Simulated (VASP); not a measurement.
Method: PBE GGA, VASP's PBE PAW potentials (set 64) (plane waves; VASP).

VASP ran on this input.

**KPOINTS**
```
Automatic mesh
0
Gamma
14 14 8
0 0 0
```

File POSCAR:
```
Ru
1.0
  1.3550000000  -2.3469290000   0.0000000000
  1.3550000000   2.3469290000   0.0000000000
  0.0000000000   0.0000000000   4.2800000000
Ru
2
Cartesian
  1.3550000000   0.7823112313   1.0700000000
  1.3550000000  -0.7823112313   3.2100000000
```

### INCAR
```
! general
SYSTEM   =  Ru
PREC     =  Accurate
ENCUT    =  700
LREAL    =  .False.
LASPH    =  .True.

! electronic loop
EDIFF    =  1E-6
NELM     =  100
ALGO     =  Normal
LMAXMIX  =  4

! smearing
ISMEAR   =  1
SIGMA    =  0.1

! functional
GGA      =  PE

! ions
ISIF     =  2

! output
LWAVE    =  .False.
LCHARG   =  .False.
```

POTCAR, in this order: Ru_pv (PBE.64 set). Program: vasp_std.

Output

OSZICAR:
```
       N       E                     dE             d eps       ncg     rms          rms(c)
DAV:   1     0.329314755766E+03    0.32931E+03   -0.21188E+04  4328   0.216E+03
DAV:   2    -0.118468464673E+02   -0.34116E+03   -0.33521E+03  4522   0.550E+02
DAV:   3    -0.197240134614E+02   -0.78772E+01   -0.76030E+01  4562   0.879E+01
DAV:   4    -0.198096931074E+02   -0.85680E-01   -0.85416E-01  5196   0.801E+00
DAV:   5    -0.198107928283E+02   -0.10997E-02   -0.10997E-02  4634   0.890E-01    0.177E+01
DAV:   6    -0.185537453671E+02    0.12570E+01   -0.33682E+00  4362   0.193E+01    0.465E+00
DAV:   7    -0.184680625720E+02    0.85683E-01   -0.26815E-01  4434   0.493E+00    0.110E+00
DAV:   8    -0.184596852530E+02    0.83773E-02   -0.71810E-03  4436   0.102E+00    0.192E-01
DAV:   9    -0.184596694475E+02    0.15806E-04   -0.53740E-04  5590   0.249E-01    0.488E-02
DAV:  10    -0.184596768852E+02   -0.74377E-05   -0.18971E-05  4670   0.476E-02    0.196E-02
DAV:  11    -0.184596827362E+02   -0.58510E-05   -0.11591E-06  3050   0.108E-02    0.241E-03
DAV:  12    -0.184596826889E+02    0.47330E-07   -0.70396E-08  2210   0.234E-03
   1 F= -.18459683E+02 E0= -.18459215E+02  d E =-.140204E-02
```

File OUTCAR:
```
------------------------ aborting loop because EDIFF is reached ----------------------------------------
  FORCE on cell =-STRESS in cart. coord.  units (eV):
  Direction    XX          YY          ZZ          XY          YZ          ZX
  --------------------------------------------------------------------------------------
  Total        0.6698820      0.6698821      0.5367551      0.0000000     -0.0000000     -0.0000000
  in kB       39.4271958     39.4272010     31.5917537      0.0000000     -0.0000000     -0.0000000
  external PRESSURE =      36.8153835 kB  Pullay stress =       0.0000000 kB
  volume of cell :       27.22
      direct lattice vectors                 reciprocal lattice vectors
     1.355000000 -2.346929000  0.000000000     0.369003690 -0.213044366  0.000000000
     1.355000000  2.346929000  0.000000000     0.369003690  0.213044366  0.000000000
     0.000000000  0.000000000  4.280000000     0.000000000  0.000000000  0.233644860
 POSITION                                       TOTAL-FORCE (eV/Angst)
 -----------------------------------------------------------------------------------
      1.35500      0.78231      1.07000         0.000000     -0.000000      0.000000
      1.35500     -0.78231      3.21000        -0.000000      0.000000      0.000000
 -----------------------------------------------------------------------------------
    total drift:                               -0.000000      0.000509     -0.000045
  FREE ENERGIE OF THE ION-ELECTRON SYSTEM (eV)
  ---------------------------------------------------
  free  energy   TOTEN  =       -18.4596826889 eV

  energy  without entropy=      -18.4582806532  energy(sigma->0) =      -18.45921534
```
(Selected blocks of OUTCAR.)

The compound is Ru in the hcp structure. The cell was not relaxed at this level. The run is one of a series of settings (ENCUT = 700 against the base run), some of them coarse on purpose.
